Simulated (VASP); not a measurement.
These are PBE GGA with D3 dispersion (zero damping), VASP's PBE PAW potentials (set 64) (plane waves; VASP) values and carry that method's errors.

A VASP calculation is set up with these files.

KPOINTS:
```
k-points along high-symmetry lines
15
Line-mode
Reciprocal
  0.000000   0.000000   0.000000 ! GAMMA
  0.000000   0.500000   0.000000 ! X

  0.000000   0.500000   0.000000 ! X
  0.500000   0.500000   0.000000 ! M

  0.500000   0.500000   0.000000 ! M
  0.000000   0.000000   0.000000 ! GAMMA

  0.000000   0.000000   0.000000 ! GAMMA
  0.500000   0.500000   0.500000 ! R

  0.500000   0.500000   0.500000 ! R
  0.000000   0.500000   0.000000 ! X

  0.500000   0.500000   0.500000 ! R
  0.500000   0.500000   0.000000 ! M
```

POSCAR:
```
RuAl
1.0
  2.9728564980   0.0000000000   0.0000000000
  0.0000000000   2.9728564980   0.0000000000
  0.0000000000   0.0000000000   2.9728564980
Al Ru
1 1
Cart
  1.4864282490   1.4864282490   1.4864282490
  0.0000000000   0.0000000000   0.0000000000
```

### INCAR
```
ALGO = Normal
EDIFF = 1E-7
ENCUT = 520
GGA = PE
ICHARG = 11
ISMEAR = 0
IVDW = 11
LASPH = .TRUE.
LCHARG = .FALSE.
LMAXMIX = 4
LORBIT = 11
LREAL = .FALSE.
LWAVE = .FALSE.
NELM = 100
PREC = Accurate
SIGMA = 0.05
SYSTEM = RuAl
```

POTCAR, in this order: Al Ru_pv (PBE.64 set). Program: vasp_std. Read from the step before: CHGCAR.

Output of the run:

### OSZICAR
```
       N       E                     dE             d eps       ncg     rms          rms(c)
DAV:   1     0.117866175705E+03    0.11787E+03   -0.95786E+03  2192   0.133E+03
DAV:   2    -0.111610121082E+02   -0.12903E+03   -0.12308E+03  2332   0.350E+02
DAV:   3    -0.134805983339E+02   -0.23196E+01   -0.22738E+01  2620   0.482E+01
DAV:   4    -0.135056402966E+02   -0.25042E-01   -0.25032E-01  2516   0.487E+00
DAV:   5    -0.135063381013E+02   -0.69780E-03   -0.69776E-03  2804   0.636E-01
DAV:   6    -0.135063561934E+02   -0.18092E-04   -0.18092E-04  2772   0.799E-02
DAV:   7    -0.135063564207E+02   -0.22733E-06   -0.22909E-06  2752   0.780E-03
DAV:   8    -0.135063564249E+02   -0.41598E-08   -0.30127E-08  1648   0.779E-04
   1 F= -.14342825E+02 E0= -.14342287E+02  d E =-.107713E-02
```

File OUTCAR:
```
 val. band max:       11.8490296181   @ k =   0.3929   0.5000   0.3929

 cond. band min:      11.9798046773   @ k =   0.5000   0.5000   0.1786



 k-point     1 :       0.0000    0.0000    0.0000
  band No.  band energies     occupation
      1     -30.7858      2.00000
      2     -30.7858      2.00000
      3     -30.7858      2.00000
      4       1.1997      2.00000
      5       7.3168      2.00000
      6       7.3168      2.00000
      7      11.1705      2.00000
      8      11.1705      2.00000
      9      11.1705      2.00000
     10      17.1565      0.00000
     11      17.1565      0.00000
     12      17.1565      0.00000

 k-point     2 :       0.0000    0.0357    0.0000
  band No.  band energies     occupation
      1     -30.7886      2.00000
      2     -30.7855      2.00000
      3     -30.7855      2.00000
      4       1.2247      2.00000
      5       7.3257      2.00000
      6       7.3263      2.00000
      7      11.1376      2.00000
      8      11.1376      2.00000
      9      11.1736      2.00000
     10      17.0243      0.00000
     11      17.2080      0.00000
     12      17.2080      0.00000

 k-point     3 :       0.0000    0.0714    0.0000
  band No.  band energies     occupation
      1     -30.7971      2.00000
      2     -30.7848      2.00000
      3     -30.7848      2.00000
      4       1.2996      2.00000
      5       7.3522      2.00000
      6       7.3531      2.00000
      7      11.0435      2.00000
      8      11.0435      2.00000
      9      11.1829      2.00000
     10      16.6705      0.00000
     11      17.3582      0.00000
     12      17.3582      0.00000

 k-point     4 :       0.0000    0.1071    0.0000
  band No.  band energies     occupation
      1     -30.8106      2.00000
      2     -30.7837      2.00000
      3     -30.7837      2.00000
      4       1.4232      2.00000
      5       7.3920      2.00000
      6       7.3955      2.00000
      7      10.8995      2.00000
...
```

The density is held fixed in this step, so its total energy and stress have no physical meaning.

The compound is RuAl in the CsCl type structure. It was relaxed first. The electron count is odd and the run is not spin-polarised, which forces a metal.
